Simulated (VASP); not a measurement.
# LiZr4N3 (P6_3/mmc) in VASP: notebook

Runs on LiZr4N3. Level: PBE. Tasks: equation of state.

Everything below comes from runs of VASP 6.6.1. Logs are shortened: lines on timing, memory, paths and dates and some standing lists are left out, and cuts for length are marked.

## (1) The structure

Symmetry: P6_3/mmc, No. 194, hexagonal system. Conventional cell: a = 3.243 Å, b = 3.243 Å, c = 26.440 Å, α = 90.00°, β = 90.00°, γ = 120.00°. Around Li (site symmetry -6m2) lie 6 Li at 3.24 Å and 6 Zr at 3.27 Å. Zr (site symmetry 3m) is surrounded by 3 N at 2.26 Å. Around Zr (site symmetry 3m) lie 6 N at 2.28 to 2.32 Å. N (site symmetry 3m) has 6 Zr at 2.26 to 2.28 Å as nearest neighbours. N (site symmetry -3m) is surrounded by 6 Zr at 2.32 Å.

The cell was built by a generator and needn't be a form met in nature.

## (2) Equation of state, PBE, 15.05 Å³/atom

INCAR reads:

```
PREC     = Accurate       # precision mode
ENCUT    = 520            # plane-wave cutoff, eV
EDIFF    = 1E-6           # SCF threshold, eV
ISMEAR   = 0              # smearing method
SIGMA    = 0.1            # smearing width, eV
LREAL    = False          # projectors in reciprocal space
LASPH    = True           # aspherical terms in the spheres
NELM     = 100            # most SCF steps
ALGO     = Normal         # electronic algorithm
ISIF     = 4              # what is computed and relaxed
LWAVE    = False          # write WAVECAR
LCHARG   = False          # write CHGCAR
GGA      = PE             # functional
IBRION   = 2              # ionic algorithm
NSW      = 30             # ionic steps
EDIFFG   = -0.02          # ionic threshold
KPAR     = 8
```

KPOINTS reads:

```
regular mesh
0
Gamma
  10 10 2
```

POSCAR reads:

```
LiZr4N3
1.0
    3.2431700000      0.0000000000      0.0000000000
   -1.6215850000      2.8086670000      0.0000000000
    0.0000000000      0.0000000000     26.4401100000
Li Zr N
2 8 6
Direct
    0.6666670000      0.3333330000      0.7500000000
    0.3333330000      0.6666670000      0.2500000000
    0.0000000000      0.0000000000      0.8515840000
    0.6666670000      0.3333330000      0.9484030000
    0.0000000000      0.0000000000      0.1484160000
    0.3333330000      0.6666670000      0.0515970000
    0.0000000000      0.0000000000      0.6484160000
    0.6666670000      0.3333330000      0.5515970000
    0.0000000000      0.0000000000      0.3515840000
    0.3333330000      0.6666670000      0.4484030000
    0.3333330000      0.6666670000      0.8994190000
    0.6666670000      0.3333330000      0.1005810000
    0.0000000000      0.0000000000      0.0000000000
    0.3333330000      0.6666670000      0.6005810000
    0.6666670000      0.3333330000      0.3994190000
    0.0000000000      0.0000000000      0.5000000000
```

Potentials or basis: VASP PAW PBE potentials, release 64 (Li_sv, Zr_sv, N).

Started as:

```sh
$ cat potpaw_PBE.64/Li_sv/POTCAR potpaw_PBE.64/Zr_sv/POTCAR potpaw_PBE.64/N/POTCAR > POTCAR
$ mpirun -np 8 vasp_std > vasp.out
```

OUTCAR:

```text
PREC = Accurate
   ENCUT = 520
   EDIFF = 1E-6
   ISMEAR = 0
   LREAL = False
   LASPH = True
   NELM = 100
   ISIF = 4
   GGA = PE
   IBRION = 2
   NSW = 30
   EDIFFG = -0.02

 ion  position               nearest neighbor table
   1  0.667  0.333  0.750-
   2  0.333  0.667  0.250-
   3  0.000  0.000  0.852-  11 2.26  11 2.26  11 2.26   4 3.17   4 3.17   4 3.17
   4  0.667  0.333  0.948-  11 2.28  11 2.28  11 2.28  13 2.32  13 2.32  13 2.32   3 3.17   3 3.17
                             3 3.17   6 3.31   6 3.31   6 3.31
   5  0.000  0.000  0.148-  12 2.26  12 2.26  12 2.26   6 3.17   6 3.17   6 3.17
   6  0.333  0.667  0.052-  12 2.28  12 2.28  12 2.28  13 2.32  13 2.32  13 2.32   5 3.17   5 3.17
                             5 3.17   4 3.31   4 3.31   4 3.31
   7  0.000  0.000  0.648-  14 2.26  14 2.26  14 2.26   8 3.17   8 3.17   8 3.17
   8  0.667  0.333  0.552-  14 2.28  14 2.28  14 2.28  16 2.32  16 2.32  16 2.32   7 3.17   7 3.17
                             7 3.17  10 3.31  10 3.31  10 3.31
   9  0.000  0.000  0.352-  15 2.26  15 2.26  15 2.26  10 3.17  10 3.17  10 3.17
  10  0.333  0.667  0.448-  15 2.28  15 2.28  15 2.28  16 2.32  16 2.32  16 2.32   9 3.17   9 3.17
                             9 3.17   8 3.31   8 3.31   8 3.31
  11  0.333  0.667  0.899-   3 2.26   3 2.26   3 2.26   4 2.28   4 2.28   4 2.28
  12  0.667  0.333  0.101-   5 2.26   5 2.26   5 2.26   6 2.28   6 2.28   6 2.28
  13  0.000  0.000  0.000-   4 2.32   6 2.32   6 2.32   4 2.32   4 2.32   6 2.32
  14  0.333  0.667  0.601-   7 2.26   7 2.26   7 2.26   8 2.28   8 2.28   8 2.28
  15  0.667  0.333  0.399-   9 2.26   9 2.26   9 2.26  10 2.28  10 2.28  10 2.28
  16  0.000  0.000  0.500-   8 2.32  10 2.32  10 2.32   8 2.32   8 2.32  10 2.32

  LATTYP: Found a hexagonal cell.
 ALAT       =     3.2431700000
 C/A-ratio  =     8.1525513618

  Lattice vectors:

 A1 = (   3.2431700000,   0.0000000000,   0.0000000000)
 A2 = (  -1.6215850000,   2.8086670000,   0.0000000000)
 A3 = (   0.0000000000,   0.0000000000,  26.4401100000)

Analysis of symmetry for initial positions (statically):
=====================================================================
 Subroutine PRICEL returns:
 Original cell was already a primitive cell.

 Routine SETGRP: Setting up the symmetry group for a
 hexagonal supercell.

 Subroutine GETGRP returns: Found 24 space group operations
 (whereof 12 operations were pure point group operations)
 out of a pool of 24 trial point group operations.

The static configuration has the point symmetry D_3d.
 The point group associated with its full space group is D_6h.

Analysis of symmetry for dynamics (positions and initial velocities):
[... 153 lines left out ...]
   EMIN   =  10.00;   EMAX   =-10.00  energy-range for DOS
   EFERMI =   0.00;   METHOD = LEGACY
   ISMEAR =     0;   SIGMA  =   0.10  broadening in eV -4-tet -1-fermi 0-gaus
   EFERMI_NEDOS =   21; number of points for ismear=-14 and -15
   IALGO  =     38    algorithm
   IMIX   =      4    mixing-type and parameters
     AMIX     =   0.40;   BMIX     =  1.00
     AMIX_MAG =   1.60;   BMIX_MAG =  1.00
  volume/ion in A,a.u.               =      15.05       101.58
  Fermi-wavevector in a.u.,A,eV,Ry     =   1.339744  2.531749 24.421278  1.794913
  Thomas-Fermi vector in A             =   2.468111
   LORBIT       =      0    0 simple, 1 ext, 2 COOP (PROOUT), +10 PAW based schemes
   GGA     = PE    functional components
   LHFCALC =     F    Hartree Fock is set to
   AEXX    =    0.0000 exact exchange contribution
   IVDW    =     0    specifies the selected vdW correction
   LEPSILON=     F    determine dielectric tensor
   LRPA    =     F    only Hartree local field effects (RPA)
 conjugate gradient relaxation of ions
 non-spin polarized calculation
 Gauss-broadening in eV      SIGMA  =   0.10
  energy-cutoff  :      520.00
  volume of cell :      240.84
 maximum number of plane-waves:      6560
   NGX = 13   NGY = 13   NGZ = 99

 number of electron     132.0000016 magnetization

 Free energy of the ion-electron system (eV)
  ---------------------------------------------------
  ext. energy  EPLUGINS =         0.00000000
  ---------------------------------------------------
  free energy    TOTEN  =      -142.08510984 eV

  energy without entropy =     -142.04001619  energy(sigma->0) =     -142.06256302

 E-fermi :   8.7575     XC(G=0): -11.0637

 val. band max:        8.7496353715   @ k =   0.4000   0.2000   0.5000
 cond. band min:       8.7820897150   @ k =   0.4000   0.2000   0.0000
 fundamental gap:      0.0324543435
 Fermi energy:         8.7574867669

 k-point     1 :       0.0000    0.0000    0.0000
  band No.  band energies     occupation
      1     -40.8062      2.00000
      2     -40.8062      2.00000
      3     -40.7516      2.00000
      4     -40.7516      2.00000
      5     -40.3322      2.00000
      6     -40.3321      2.00000
[... 1933 lines left out ...]
     77      11.7604      0.00000
     78      11.7606      0.00000

 [... further k-points ...]

 [bands above 78 left out]

------------------------ aborting loop because EDIFF is reached ----------------------------------------

  FORCE on cell =-STRESS in cart. coord.  units (eV):
  Direction    XX          YY          ZZ          XY          YZ          ZX
  --------------------------------------------------------------------------------------
  -------------------------------------------------------------------------------------
  Total        0.0625030      0.0625030      0.0934716     -0.0000000      0.0000000      0.0000000
  in kB        0.4157942      0.4157941      0.6218092     -0.0000000      0.0000000      0.0000000
  external PRESSURE =       0.4844658 kB  Pullay stress =       0.0000000 kB

 VOLUME and BASIS-vectors are now :
 -----------------------------------------------------------------------------
  energy-cutoff  :      520.00
  volume of cell :      240.84
      direct lattice vectors                 reciprocal lattice vectors
     3.243170000  0.000000000  0.000000000     0.308340297  0.178020392  0.000000000
    -1.621585000  2.808667000  0.000000000     0.000000000  0.356040784  0.000000000
     0.000000000  0.000000000 26.440110000     0.000000000  0.000000000  0.037821325

 POSITION                                       TOTAL-FORCE (eV/Angst)
 -----------------------------------------------------------------------------------
      1.62159      0.93622     19.83008        -0.000000     -0.000000      0.000000
     -0.00000      1.87245      6.61003         0.000000      0.000000      0.000000
      0.00000      0.00000     22.51597        -0.000000      0.000000      0.000627
      1.62159      0.93622     25.07588         0.000000     -0.000000     -0.001381
      0.00000      0.00000      3.92414         0.000000     -0.000000     -0.000627
     -0.00000      1.87245      1.36423        -0.000000      0.000000      0.001381
[... 8 lines left out ...]
      1.62159      0.93622     10.56068         0.000000     -0.000000     -0.006797
      0.00000      0.00000     13.22006        -0.000000      0.000000      0.000000
 -----------------------------------------------------------------------------------
    total drift:                                0.001824     -0.001053      0.004027

  FREE ENERGIE OF THE ION-ELECTRON SYSTEM (eV)
  ---------------------------------------------------
  free  energy   TOTEN  =      -142.0851098432 eV

  energy  without entropy=     -142.0400161907  energy(sigma->0) =     -142.06256302

 reached required accuracy - stopping structural energy minimisation
```

OSZICAR:

```text
N       E                     dE             d eps       ncg     rms          rms(c)
DAV:   1     0.145995104002E+04    0.14600E+04   -0.69109E+04  4424   0.171E+03
DAV:   2    -0.813474626273E+01   -0.14681E+04   -0.14284E+04  5145   0.506E+02
DAV:   3    -0.149098333676E+03   -0.14096E+03   -0.13896E+03  6556   0.135E+02
[... 11 lines left out ...]
DAV:  15    -0.142085469982E+03   -0.36481E-03   -0.12146E-03  6072   0.134E-01    0.800E-02
DAV:  16    -0.142085103966E+03    0.36602E-03   -0.84404E-04  5600   0.125E-01    0.183E-02
DAV:  17    -0.142085110629E+03   -0.66633E-05   -0.96323E-05  5936   0.317E-02    0.106E-02
DAV:  18    -0.142085109706E+03    0.92383E-06   -0.10481E-05  4896   0.111E-02    0.313E-03
DAV:  19    -0.142085109843E+03   -0.13756E-06   -0.58936E-07  2984   0.347E-03
   1 F= -.14208511E+03 E0= -.14206256E+03  d E =-.142085E+03
```

CONTCAR:

```text
LiZr4N3
   1.00000000000000
     3.2431700000000001    0.0000000000000000    0.0000000000000000
    -1.6215850000000001    2.8086669999999998    0.0000000000000000
     0.0000000000000000    0.0000000000000000   26.4401100000000007
  Li              Zr              N
     2     8     6
Direct
     0.6666669999999968    0.3333330000000032    0.7500000000000000
     0.3333330000000032    0.6666669999999968    0.2500000000000000
     0.0000000000000000    0.0000000000000000    0.8515840000000026
     0.6666669999999968    0.3333330000000032    0.9484029999999990
     0.0000000000000000    0.0000000000000000    0.1484159999999974
     0.3333330000000032    0.6666669999999968    0.0515970000000010
[... 8 lines left out ...]
     0.6666669999999968    0.3333330000000032    0.3994190000000017
     0.0000000000000000    0.0000000000000000    0.5000000000000000

  0.00000000E+00  0.00000000E+00  0.00000000E+00
  0.00000000E+00  0.00000000E+00  0.00000000E+00
  0.00000000E+00  0.00000000E+00  0.00000000E+00
  0.00000000E+00  0.00000000E+00  0.00000000E+00
  0.00000000E+00  0.00000000E+00  0.00000000E+00
  0.00000000E+00  0.00000000E+00  0.00000000E+00
[... 8 lines left out ...]
  0.00000000E+00  0.00000000E+00  0.00000000E+00
  0.00000000E+00  0.00000000E+00  0.00000000E+00
```

It took 1.9 min on 8 MPI ranks of AMD EPYC 9R45 (Zen 5), shared host; peak memory 0.57 GiB.

These settings aren't checked as converged: the numbers below hold their error.

Results:

```
Free energy            : -142.0851 eV
Largest force          : 0.007 eV/Å
Band gap on the k mesh : none (metal or under the smearing width)
```

Caveat: the cutoff is under 1.25 times the usual one of these potentials, so pressure, stress and relaxed cells hold a basis-set (Pulay) error.

## (3) Equation of state, PBE, 14.60 Å³/atom (volume scaled by 0.97)

INCAR is that of step 2.

KPOINTS is that of step 2.

Changes to POSCAR since step 2:

```diff
@@ -2,5 +2,5 @@
 1.0
-    3.2431700000      0.0000000000      0.0000000000
-   -1.6215850000      2.8086670000      0.0000000000
-    0.0000000000      0.0000000000     26.4401100000
+    3.2104084672      0.0000000000      0.0000000000
+   -1.6052042336      2.7802946865      0.0000000000
+    0.0000000000      0.0000000000     26.1730199210
 Li Zr N
```

Potentials or basis: VASP PAW PBE potentials, release 64 (Li_sv, Zr_sv, N).

Started as:

```sh
$ cat potpaw_PBE.64/Li_sv/POTCAR potpaw_PBE.64/Zr_sv/POTCAR potpaw_PBE.64/N/POTCAR > POTCAR
$ mpirun -np 8 vasp_std > vasp.out
```

It took 6.3 min on 8 MPI ranks of AMD EPYC 9R45 (Zen 5), shared host; peak memory 0.57 GiB.

The run converged, but some of its settings lie outside the range that counts as converged, so its numbers aren't taken as properties of the crystal.

Results:

```yaml
Free_energy: -142.0082 eV
Largest_force: 0.004 eV/Å
Band_gap_on_the_k_mesh: none (metal or under the smearing width)
```

Caveat: the cutoff is under 1.25 times the usual one of these potentials, so pressure, stress and relaxed cells hold a basis-set (Pulay) error.

## (4) Equation of state, PBE, 15.50 Å³/atom (volume scaled by 1.03)

INCAR is that of step 3.

KPOINTS is that of step 3.

Changes to POSCAR since step 3:

```diff
@@ -2,5 +2,5 @@
 1.0
-    3.2104084672      0.0000000000      0.0000000000
-   -1.6052042336      2.7802946865      0.0000000000
-    0.0000000000      0.0000000000     26.1730199210
+    3.2752826825      0.0000000000      0.0000000000
+   -1.6376413413      2.8364773928      0.0000000000
+    0.0000000000      0.0000000000     26.7019102935
 Li Zr N
```

Started as:

```sh
$ cat potpaw_PBE.64/Li_sv/POTCAR potpaw_PBE.64/Zr_sv/POTCAR potpaw_PBE.64/N/POTCAR > POTCAR
$ mpirun -np 8 vasp_std > vasp.out
```

Run time: 5.6 min. Hardware: 8 MPI ranks of AMD EPYC 9R45 (Zen 5), shared host; peak memory 0.61 GiB.

The run converged, but some of its settings lie outside the range that counts as converged, so its numbers aren't taken as properties of the crystal.

What came out:

| Quantity | Value |
| --- | --- |
| Free energy | -142.0304 eV |
| Largest force | 0.007 eV/Å |
| Band gap on the k mesh | none (metal or under the smearing width) |

Caveat: the cutoff is under 1.25 times the usual one of these potentials, so pressure, stress and relaxed cells hold a basis-set (Pulay) error.

## (5) Equation of state, PBE, 14.15 Å³/atom (volume scaled by 0.94)

INCAR is that of step 4.

KPOINTS is that of step 4.

Changes to POSCAR since step 4:

```diff
@@ -2,5 +2,5 @@
 1.0
-    3.2752826825      0.0000000000      0.0000000000
-   -1.6376413413      2.8364773928      0.0000000000
-    0.0000000000      0.0000000000     26.7019102935
+    3.1769642802      0.0000000000      0.0000000000
+   -1.5884821401      2.7513311772      0.0000000000
+    0.0000000000      0.0000000000     25.9003644689
 Li Zr N
```

Started as:

```sh
$ cat potpaw_PBE.64/Li_sv/POTCAR potpaw_PBE.64/Zr_sv/POTCAR potpaw_PBE.64/N/POTCAR > POTCAR
$ mpirun -np 8 vasp_std > vasp.out
```

Wall time 6.9 min (8 MPI ranks of AMD EPYC 9R45 (Zen 5), shared host); peak memory 0.57 GiB.

The run converged, but some of its settings lie outside the range that counts as converged, so its numbers aren't taken as properties of the crystal.

What came out:

* Free energy: -141.7753 eV
* Largest force: 0.009 eV/Å
* Band gap on the k mesh: none (metal or under the smearing width)

Caveat: the cutoff is under 1.25 times the usual one of these potentials, so pressure, stress and relaxed cells hold a basis-set (Pulay) error.

## (6) Equation of state, PBE, 15.96 Å³/atom (volume scaled by 1.06)

INCAR is that of step 5.

KPOINTS is that of step 5.

Changes to POSCAR since step 5:

```diff
@@ -2,5 +2,5 @@
 1.0
-    3.1769642802      0.0000000000      0.0000000000
-   -1.5884821401      2.7513311772      0.0000000000
-    0.0000000000      0.0000000000     25.9003644689
+    3.3067777173      0.0000000000      0.0000000000
+   -1.6533888586      2.8637528871      0.0000000000
+    0.0000000000      0.0000000000     26.9586751823
 Li Zr N
```

Potentials or basis: VASP PAW PBE potentials, release 64 (Li_sv, Zr_sv, N).

Started as:

```sh
$ cat potpaw_PBE.64/Li_sv/POTCAR potpaw_PBE.64/Zr_sv/POTCAR potpaw_PBE.64/N/POTCAR > POTCAR
$ mpirun -np 8 vasp_std > vasp.out
```

Wall time 7.8 min (8 MPI ranks of AMD EPYC 9R45 (Zen 5), shared host); peak memory 0.7 GiB.

The run converged, but some of its settings lie outside the range that counts as converged, so its numbers aren't taken as properties of the crystal.

Results:

* Free energy: -141.8668 eV
* Largest force: 0.013 eV/Å
* Band gap on the k mesh: none (metal or under the smearing width)

Caveat: the cutoff is under 1.25 times the usual one of these potentials, so pressure, stress and relaxed cells hold a basis-set (Pulay) error.
